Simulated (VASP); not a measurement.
VASP ran on this input.

**KPOINTS**
```
kpoints
0
gamma
12 12 7
0 0 0
```

**INCAR**
```
ALGO  =  Normal
EDIFF  =  1E-6
ENCUT  =  400
GGA  =  PE
ISIF  =  2
ISMEAR  =  1
LASPH  =  T
LCHARG  =  F
LREAL  =  F
LWAVE  =  F
NBANDS  =  3
NELM  =  100
PREC  =  Accurate
SIGMA  =  0.1
SYSTEM  =  Mg
```

POSCAR:
```
Mg
1
    1.6050000000    -2.7799420000     0.0000000000
    1.6050000000     2.7799420000     0.0000000000
    0.0000000000     0.0000000000     5.2100000000
Mg
2
Direct
  0.3333330000   0.6666670000   0.2500000000
  0.6666670000   0.3333330000   0.7500000000
```

POTCAR, in this order: Mg (PBE.64 set). Program: vasp_std.

### Question
Write an equivalent input for Ansatz.

### Answer
One equivalent input (not run):
Ansatz 0.2 input:
```yaml
crystal:
  lattice:
    - [1.6050000, -2.7799420, 0.0000000]
    - [1.6050000, 2.7799420, 0.0000000]
    - [0.0000000, 0.0000000, 5.2100000]
  atoms:
    - { symbol: Mg, position: [0.3333330, 0.6666670, 0.2500000] }
    - { symbol: Mg, position: [0.6666670, 0.3333330, 0.7500000] }
kpoints:
  mp_grid: { grid: [12, 12, 7] }
hamiltonian:
  xc: pbe
  pseudopotentials: { kind: paw }
scf:
  occupations: { method: methfessel_paxton, width: 0.1 }
  max_iter: 100
output: { forces: true, stress: true, eigenvalues: true }
```
Limits of the translation: each code has its own PAW files, so the cut-off isn't converted (ENCUT is set for VASP's; basis.ecutwfc is left out, and Ansatz then takes the one that its files recommend); Ansatz stops its SCF on the density residual and VASP on the energy change (EDIFF); the number of bands isn't carried over, since the valence differs with the files.

The compound is Mg in the hcp structure. The cell was not relaxed at this level. The run is one of a series of settings (NBANDS = 3 against the base run), some of them coarse on purpose.
